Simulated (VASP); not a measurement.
# Be16B (a cell with a defect) in VASP: a series of runs

The runs below take Be16B (a cell with a defect) through single point, relaxation of the atoms, with PBE+D3(BJ).

Everything below comes from runs of VASP 6.6.1. Logs are shortened: lines on timing, memory, paths and dates and some standing lists are left out, and cuts for length are marked.

**1. Starting point**

The cell holds a defect, 17 atoms: a = 4.580 Å, b = 3.966 Å, c = 7.177 Å, α = 90.00°, β = 90.00°, γ = 90.00°.

The cell was built by a generator and needn't be a form met in nature.

**2. Single point, PBE+D3(BJ)**

The input, INCAR:

```
SYSTEM = Be16B
ALGO = Normal ; EDIFF = 1E-7
ENCUT = 520 ; GGA = PE
ISIF = 2 ; ISMEAR = 0
IVDW = 12 ; LASPH = .TRUE.
LCHARG = .FALSE. ; LREAL = Auto
LWAVE = .FALSE. ; NBANDS = 32
NELM = 100 ; PREC = Accurate
SIGMA = 0.15
```

The input, KPOINTS:

```
k-points
0
G
  4 4 3
  0 0 0
```

The input, POSCAR:

```
Be16B
1.0
   -2.2900000000     -3.9663960000      0.0000000000
    3.4350000000     -1.9831980000      0.0000000000
    0.0000000000      0.0000000000      7.1768600000
Be B
16 1
Direct
    0.7491803445      0.5184634962     -0.0082171869
    0.5097611013      0.3713465963      0.2431530877
    0.7855950520      0.5328872211      0.5069150022
    0.4892221622      0.4144383192      0.7542980222
    0.4373461651     -0.0011575787     -0.0513052324
    0.2601061980      0.8624977507      0.2362261431
    0.5532934485      0.0687150159      0.4657719668
    0.0883175886      0.7257557693      0.7776479289
    0.2357137252      0.4868667921      0.0150849461
    0.0008090187      0.3409127512      0.2579542925
    0.2818295413      0.5421124335      0.5077321345
    0.0485991785      0.2392373323      0.7645161800
   -0.0416710047      0.0057813990      0.0108874949
    0.7568735999      0.8423867029      0.2444544421
    0.0311877976      0.0081426307      0.5013761040
    0.7136421093      0.8993178253      0.7300931996
    0.3528194741     -0.0273985570      0.6695126747
```

Potentials or basis: VASP PAW PBE potentials, release 64 (Be, B).

The run is started by

```console
> cat potpaw_PBE.64/Be/POTCAR potpaw_PBE.64/B/POTCAR > POTCAR
> mpirun -np 1 vasp_std > vasp.out
```

OUTCAR:

```text
SYSTEM = Be16B
   EDIFF = 1E-7
   ENCUT = 520
   GGA = PE
   ISIF = 2
   ISMEAR = 0
   IVDW = 12
   LASPH = .TRUE.
   LREAL = Auto
   NELM = 100
   PREC = Accurate
 IVDW          = 12

 ion  position               nearest neighbor table
   1  0.749  0.518  0.992-   4 2.12  13 2.16   2 2.19  14 2.22   9 2.24  13 2.25   8 2.33  10 2.34
                             9 2.36
   2  0.510  0.371  0.243-   7 2.01   9 2.11  14 2.18   1 2.19  10 2.25   6 2.26  11 2.27   6 2.32
                            10 2.34   3 2.36  14 2.38
   3  0.786  0.533  0.507-   7 2.15  10 2.18  16 2.19  15 2.20  14 2.25  11 2.27   4 2.28  11 2.31
                             2 2.36  15 2.37
   4  0.489  0.414  0.754-  17 1.96  11 2.07   1 2.12  12 2.14   5 2.17  16 2.19   8 2.22   9 2.22
                             3 2.28  16 2.29
   5  0.437  0.999  0.949-  17 2.04  16 2.05   4 2.17   9 2.20  13 2.24   9 2.28   6 2.28   8 2.29

   6  0.260  0.862  0.236-   9 2.18  13 2.20  10 2.24  15 2.25   2 2.26   7 2.28  14 2.28   5 2.28
                            14 2.31   2 2.32  11 2.33
   7  0.553  0.069  0.466-  17 1.77   2 2.01  14 2.05  16 2.14   3 2.15  15 2.22  11 2.27   6 2.28

   8  0.088  0.726  0.778-  17 1.74  16 1.88  12 1.94  12 2.05   9 2.06  13 2.10   4 2.22  11 2.25
                             5 2.29  15 2.29   1 2.33
   9  0.236  0.487  0.015-   8 2.06   2 2.11  10 2.13   6 2.18   5 2.20  12 2.22   4 2.22   1 2.24
                             5 2.28  13 2.29   1 2.36
  10  0.001  0.341  0.258-   9 2.13   3 2.18  15 2.19  13 2.22   6 2.24   2 2.25  14 2.27  14 2.28
                             2 2.34   1 2.34  11 2.35
  11  0.282  0.542  0.508-   4 2.07  17 2.09  15 2.18   8 2.25   2 2.27   7 2.27   3 2.27   3 2.31
                             6 2.33  10 2.35
  12  0.049  0.239  0.765-  17 1.88   8 1.94  13 2.04   8 2.05  16 2.06  15 2.10   4 2.14   9 2.22

  13  0.958  0.006  0.011-  14 2.02  12 2.04   8 2.10   1 2.16   6 2.20  10 2.22   5 2.24   1 2.25
                             9 2.29  16 2.34
  14  0.757  0.842  0.244-  13 2.02   7 2.05   2 2.18   1 2.22   3 2.25  10 2.27   6 2.28  10 2.28
                             6 2.31  15 2.33   2 2.38
  15  0.031  0.008  0.501-  17 1.91  12 2.10  11 2.18  10 2.19   3 2.20   7 2.22  16 2.24   6 2.25
                             8 2.29  14 2.33   3 2.37
  16  0.714  0.899  0.730-  17 1.73   8 1.88   5 2.05  12 2.06   7 2.14   4 2.19   3 2.19  15 2.24
                             4 2.29  13 2.34
  17  0.353  0.973  0.670-  16 1.73   8 1.74   7 1.77  12 1.88  15 1.91   4 1.96   5 2.04  11 2.09

  LATTYP: Found a simple orthorhombic cell.
 ALAT       =     3.9663962620
 B/A-ratio  =     1.1547004875
 C/A-ratio  =     1.8094157835

  Lattice vectors:

 A1 = (  -3.4350000000,   1.9831980000,   0.0000000000)
 A2 = (  -2.2900000000,  -3.9663960000,   0.0000000000)
 A3 = (   0.0000000000,   0.0000000000,   7.1768600000)

Analysis of symmetry for initial positions (statically):
=====================================================================
 Subroutine PRICEL returns:
 Original cell was already a primitive cell.

 Routine SETGRP: Setting up the symmetry group for a
 simple orthorhombic supercell.

 Subroutine GETGRP returns: Found  1 space group operations
 (whereof  1 operations were pure point group operations)
 out of a pool of  8 trial point group operations.

The static configuration has the point symmetry C_1 .

Analysis of symmetry for dynamics (positions and initial velocities):
=====================================================================
 Subroutine PRICEL returns:
 Original cell was already a primitive cell.

 Routine SETGRP: Setting up the symmetry group for a
 simple orthorhombic supercell.

 Subroutine GETGRP returns: Found  1 space group operations
 (whereof  1 operations were pure point group operations)
 out of a pool of  8 trial point group operations.

The dynamic configuration has the point symmetry C_1 .

 Subroutine INISYM returns: Found  1 space group operations
 (whereof  1 operations are pure point group operations),
 and found     1 'primitive' translations

----------------------------------------------------------------------------------------

                                     Primitive cell

  volume of cell :     130.3755

  direct lattice vectors                    reciprocal lattice vectors
    -2.290000000 -3.966396000  0.000000000    -0.109170306 -0.189088533  0.000000000
     3.435000000 -1.983198000  0.000000000     0.218340611 -0.126059022  0.000000000
     0.000000000  0.000000000  7.176860000     0.000000000  0.000000000  0.139336702

  length of vectors
     4.579999697  3.966396262  7.176860000     0.218340626  0.252118027  0.139336702

  position of ions in fractional coordinates (direct lattice)
     0.749180344  0.518463496  0.991782813
     0.509761101  0.371346596  0.243153088
     0.785595052  0.532887221  0.506915002
     0.489222162  0.414438319  0.754298022
     0.437346165  0.998842421  0.948694768
     0.260106198  0.862497751  0.236226143
[... 9 lines left out ...]
     0.713642109  0.899317825  0.730093200
     0.352819474  0.972601443  0.669512675

  ion indices of the primitive-cell ions
   primitive index   ion index
                 1           1
                 2           2
                 3           3
                 4           4
                 5           5
                 6           6
[... 9 lines left out ...]
                16          16
                17          17

----------------------------------------------------------------------------------------

 KPOINTS: k-points

Automatic generation of k-mesh.
 Grid dimensions read from file:
 generate k-points for:    4    4    3

 Generating k-lattice:

  Cartesian coordinates                     Fractional coordinates (reciprocal lattice)
    -0.027292576 -0.047272133  0.000000000     0.250000000  0.000000000  0.000000000
     0.054585153 -0.031514755  0.000000000     0.000000000  0.250000000  0.000000000
     0.000000000  0.000000000  0.046445567     0.000000000  0.000000000  0.333333333

  Length of vectors
     0.054585156  0.063029507  0.046445567

  Shift w.r.t. Gamma in fractional coordinates (k-lattice)
     0.000000000  0.000000000  0.000000000

 Subroutine IBZKPT returns following result:
 ===========================================

 Found     26 irreducible k-points:

 Following reciprocal coordinates:
            Coordinates               Weight
  0.000000  0.000000  0.000000      1.000000
  0.250000  0.000000  0.000000      2.000000
  0.500000  0.000000  0.000000      1.000000
  0.000000  0.250000  0.000000      2.000000
  0.250000  0.250000  0.000000      2.000000
 -0.250000  0.250000  0.000000      2.000000
[... 16 lines left out ...]
  0.000000  0.500000  0.333333      2.000000
  0.250000  0.500000  0.333333      2.000000
 [... further k-points ...]
   k-points           NKPTS =     26   k-points in BZ     NKDIM =     26   number of bands    NBANDS=     32
   number of dos      NEDOS =    301   number of ions     NIONS =     17
   total plane-waves  NPLWV =  58320
   dimension x,y,z NGX =    36 NGY =   30 NGZ =   54
   dimension x,y,z NGXF=    72 NGYF=   60 NGZF=  108
   ions per type =              16   1
   NGX,Y,Z   is equivalent  to a cutoff of  13.07, 12.57, 12.51 a.u.
   NGXF,Y,Z  is equivalent  to a cutoff of  26.13, 25.15, 25.02 a.u.
 SYSTEM =  Be16B
   PREC   = accura    normal or accurate (medium, high low for compatibility)
   ISTART =      0    job   : 0-new  1-cont  2-samecut
   ICHARG =      2    charge: 1-file 2-atom 10-const
   ISPIN  =      1    spin polarized calculation?
   LNONCOLLINEAR =      F non collinear calculations
   LSORBIT =      F    spin-orbit coupling
   LASPH  =      T    aspherical Exc in radial PAW
   ENCUT  =  520.0 eV  38.22 Ry    6.18 a.u.   8.52  7.37 13.34*2*pi/ulx,y,z
   NELM   =    100;   NELMIN=  2; NELMDL= -5     # of ELM steps
   EDIFF  = 0.1E-06   stopping-criterion for ELM
   LREAL  =      T    real-space projection
   EDIFFG = 0.1E-05   stopping-criterion for IOM
   NSW    =      0    number of steps for IOM
   IBRION =     -1    ionic relax: 0-MD 1-quasi-New 2-CG
   NFREE  =      0    steps in history (QN), initial steepest desc. (CG)
   ISIF   =      2    stress and relaxation
   ISYM   =      2    0-nonsym 1-usesym 2-fastsym
   POTIM  = 0.5000    time-step for ionic-motion
   TEBEG  =    0.0;   TEEND  =   0.0 temperature during run
   PSTRESS=    0.0 pullay stress
   NELECT =      35.0000    total number of electrons
   NUPDOWN=      -1.0000    fix difference up-down
   EMIN   =  10.00;   EMAX   =-10.00  energy-range for DOS
   EFERMI =   0.00;   METHOD = LEGACY
   ISMEAR =     0;   SIGMA  =   0.15  broadening in eV -4-tet -1-fermi 0-gaus
   EFERMI_NEDOS =   21; number of points for ismear=-14 and -15
   IALGO  =     38    algorithm
   IMIX   =      4    mixing-type and parameters
     AMIX     =   0.40;   BMIX     =  1.00
     AMIX_MAG =   1.60;   BMIX_MAG =  1.00
  volume/ion in A,a.u.               =       7.67        51.75
  Fermi-wavevector in a.u.,A,eV,Ry     =   1.056085  1.995711 15.174786  1.115315
  Thomas-Fermi vector in A             =   2.191307
   LORBIT       =      0    0 simple, 1 ext, 2 COOP (PROOUT), +10 PAW based schemes
   GGA     = PE    functional components
   LHFCALC =     F    Hartree Fock is set to
   AEXX    =    0.0000 exact exchange contribution
   IVDW    =    12    specifies the selected vdW correction
   LEPSILON=     F    determine dielectric tensor
   LRPA    =     F    only Hartree local field effects (RPA)
 non-spin polarized calculation
 Gauss-broadening in eV      SIGMA  =   0.15
  energy-cutoff  :      520.00
  volume of cell :      130.38
 maximum number of plane-waves:      3529
 NGX is ok and might be reduce to    36
   NGX = 17   NGY = 15   NGZ = 27

 number of electron      35.0000000 magnetization

 Free energy of the ion-electron system (eV)
  ---------------------------------------------------
  ext. energy  EPLUGINS =         0.00000000
  ---------------------------------------------------
  free energy    TOTEN  =       -63.49889572 eV

  energy without entropy =      -63.47387383  energy(sigma->0) =      -63.48638478

 E-fermi :   7.2487     XC(G=0): -10.7328

 val. band max:        7.2116857384   @ k =   0.2500   0.2500   0.0000
 cond. band min:       7.2496088813   @ k =   0.2500   0.0000  -0.3333
 fundamental gap:      0.0379231430
 Fermi energy:         7.2486848035

 k-point     1 :       0.0000    0.0000    0.0000
  band No.  band energies     occupation
      1      -5.0308      2.00000
      2      -2.6431      2.00000
      3      -2.2607      2.00000
      4       0.3168      2.00000
      5       0.4732      2.00000
      6       1.4528      2.00000
[... 21 lines left out ...]
     28      11.3506      0.00000
     29      11.5443      0.00000

 k-point     2 :       0.2500    0.0000    0.0000
  band No.  band energies     occupation
      1      -4.7713      2.00000
      2      -2.4854      2.00000
      3      -1.9458      2.00000
      4      -1.5140      2.00000
      5       0.4579      2.00000
      6       0.6770      2.00000
[... 21 lines left out ...]
     28      12.4795      0.00000
     29      12.7130      0.00000

 k-point     3 :       0.5000    0.0000    0.0000
  band No.  band energies     occupation
      1      -4.3384      2.00000
      2      -2.9750      2.00000
      3      -1.3952      2.00000
      4      -1.1465      2.00000
      5      -0.8678      2.00000
      6      -0.6985      2.00000
[... 638 lines left out ...]
      5       0.5354      2.00000
      6       1.2052      2.00000
[... 21 lines left out ...]
     28      13.0324      0.00000
     29      13.5381      0.00000

 k-point    24 :       0.2500    0.5000    0.3333
  band No.  band energies     occupation
      1      -3.6419      2.00000
      2      -2.1088      2.00000
      3      -1.4141      2.00000
      4      -1.1803      2.00000
      5      -0.4387      2.00000
      6       0.5149      2.00000
[... 21 lines left out ...]
     28      13.3112      0.00000
     29      13.5861      0.00000

 [... further k-points ...]

 [bands above 29 left out]

------------------------ aborting loop because EDIFF is reached ----------------------------------------

 Edisp (eV)   -6.02082

 E8    (eV) :    -2.0819

  FORCE on cell =-STRESS in cart. coord.  units (eV):
  Direction    XX          YY          ZZ          XY          YZ          ZX
  --------------------------------------------------------------------------------------
  -------------------------------------------------------------------------------------
  Total      -0.95500     3.62396     0.12978     0.97238     9.50915    -0.67426
  in kB     -11.73598    44.53470     1.59483    11.94954   116.85743    -8.28597
  external pressure =       11.46 kB  Pullay stress =        0.00 kB

 VOLUME and BASIS-vectors are now :
 -----------------------------------------------------------------------------
  energy-cutoff  :      520.00
  volume of cell :      130.38
      direct lattice vectors                 reciprocal lattice vectors
    -2.290000000 -3.966396000  0.000000000    -0.109170306 -0.189088533  0.000000000
     3.435000000 -1.983198000  0.000000000     0.218340611 -0.126059022  0.000000000
     0.000000000  0.000000000  7.176860000     0.000000000  0.000000000  0.139336702

 POSITION                                       TOTAL-FORCE (eV/Angst)
 -----------------------------------------------------------------------------------
      0.06530     -3.99976      7.11789        -0.004252      0.003096     -0.001061
      0.10822     -2.75837      1.74508         0.000848      0.000782     -0.005310
      0.03145     -4.17280      3.63806        -0.002163      0.005260      0.001282
      0.30328     -2.76236      5.41349         0.001321     -0.006380      0.004974
      2.42950     -3.71559      6.80865        -0.003885     -0.002491      0.013707
      2.36704     -2.74219      1.69536         0.003492     -0.001822     -0.000325
[... 9 lines left out ...]
      1.45492     -4.61411      5.23978        -0.012761     -0.008636      0.010080
      2.53293     -3.32828      4.80500        -0.001894      0.000889     -0.015050
 -----------------------------------------------------------------------------------
    total drift:                                0.001891     -0.000897      0.000158

  FREE ENERGIE OF THE ION-ELECTRON SYSTEM (eV)
  ---------------------------------------------------
  free  energy   TOTEN  =       -69.5197176806 eV

  energy  without entropy=      -69.4946957919  energy(sigma->0) =      -69.50720674
```

It took 1.8 min on 1 thread of Intel Xeon 6975P-C (Granite Rapids), shared host; peak memory 0.25 GiB.

Results:

| Item | Value |
| --- | --- |
| Free energy | -69.5197 eV |
| Pressure | 1.1 GPa |
| Largest force | 0.023 eV/Å |
| Band gap on the k mesh | none (metal or under the smearing width) |
| Dispersion energy per atom | -0.354 eV |

Forces on the atoms (eV/Å):
```
Be  -0.004  0.003 -0.001
Be   0.001  0.001 -0.005
Be  -0.002  0.005  0.001
Be   0.001 -0.006  0.005
Be  -0.004 -0.002  0.014
Be   0.003 -0.002  0.000
Be   0.003 -0.005 -0.013
Be  -0.011  0.018  0.009
Be  -0.002  0.000  0.002
Be   0.003 -0.003 -0.001
Be  -0.002  0.000 -0.006
Be   0.019  0.001  0.007
Be   0.002 -0.001  0.003
Be   0.003 -0.002 -0.001
Be   0.003  0.001 -0.010
Be  -0.013 -0.009  0.010
B   -0.002  0.001 -0.015
```

Caveat: the k mesh is coarse (spacing up to 0.40 Å⁻¹), so the values aren't converged.

(Part 1 of 2 ends here.)
